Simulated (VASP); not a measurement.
```
CELL_PARAMETERS angstrom
      0.00000     2.08001     2.08001
      2.08001     0.00000     2.08001
      2.08001     2.08001     0.00000
ATOMIC_POSITIONS crystal
  Au 0.00000 0.00000 0.00000
```

Calculation: PBEsol GGA, VASP's PBE PAW potentials (set 64) (plane waves; VASP 6.6.1). Settings: 520 eV cut-off, 15×15×15 Γ-centred mesh, first-order Methfessel-Paxton smearing of 0.10 eV, potentials Au.

Q: Give the stress tensor in GPa (positive for a compressed cell).

A: 
```
-8.63   0.00   0.00
 0.00  -8.63   0.00
 0.00   0.00  -8.63
```
The pressure is its mean diagonal, -8.63 GPa.

The compound is Au in the fcc structure. This cell is one point of a volume scan, at 1.06 of the reference volume.
